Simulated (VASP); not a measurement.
```
CELL_PARAMETERS angstrom
      6.76412     0.00000     0.00000
     -3.38206     5.85790     0.00000
      0.00000     0.00000     4.98194
ATOMIC_POSITIONS crystal
  Ba 0.66667 0.33333 0.25000
  Ba 0.33333 0.66667 0.75000
  Ge 0.87457 0.74915 0.75000
  Ge 0.12543 0.25085 0.25000
  Ge 0.12543 0.87457 0.25000
  Ge 0.87457 0.12543 0.75000
  Ge 0.25085 0.12543 0.75000
  Ge 0.74915 0.87457 0.25000
```

Computed with PBEsol GGA, VASP's PBE PAW potentials (set 64) (plane waves; VASP 6.6.1). Run with 300 eV cut-off, 3×3×4 Γ-centred mesh, Gaussian smearing of 0.10 eV, potentials Ba_sv Ge_d.

At this cut-off the stress carries a Pulay error, which pulls relaxed volumes low. Energy and stress use the plane-wave basis of the starting cell.

### Question
The ions, cell shape and volume are relaxed. Which structure does the run end with?

### Answer

```
CELL_PARAMETERS angstrom
      6.85960     0.00000     0.00000
     -3.42980     5.94059     0.00000
      0.00000     0.00000     4.69151
ATOMIC_POSITIONS crystal
  Ba 0.66667 0.33333 0.25000
  Ba 0.33333 0.66667 0.75000
  Ge 0.86866 0.73732 0.75000
  Ge 0.13134 0.26268 0.25000
  Ge 0.13134 0.86866 0.25000
  Ge 0.86866 0.13134 0.75000
  Ge 0.26268 0.13134 0.75000
  Ge 0.73732 0.86866 0.25000
```
Space group P6_3/mmc (194), at a tolerance of 0.03 Å.

### Question
How do energy and volume change from the first to the last step?

### Answer
The energy (σ→0) changes by -62.6 meV/atom and the volume by -3.2 %, in 7 ionic steps.

| step | E(σ→0) (eV) | max force (eV/Å) | pressure (GPa) | volume (Å³) |
|---|---|---|---|---|
| 1 | -36.8216 | 1.127 | 0.49 | 197.40 |
| 2 | -37.2166 | 0.088 | -2.48 | 199.37 |
| 3 | -37.2327 | 0.068 | -2.84 | 199.71 |
| 4 | -37.2794 | 0.171 | 1.23 | 187.42 |
| 5 | -37.3172 | 0.122 | -0.48 | 192.22 |
| 6 | -37.3217 | 0.036 | 0.05 | 190.85 |
| 7 | -37.3226 | 0.003 | -0.01 | 191.18 |

The structure comes from a computed database's BaGe3 entry (P6_3/mmc); how it stands against other phases isn't given here. This run relaxes it. Symmetry was kept, so distortions that lower it aren't found. The k-mesh is coarse (spacing up to 0.35 per Å, 2π included), so the numbers may not be converged in it. The run is one of a series of settings (EDIFFG = -0.01, IBRION = 2, ISIF = 3, NSW = 50 against the base run), some of them coarse on purpose.
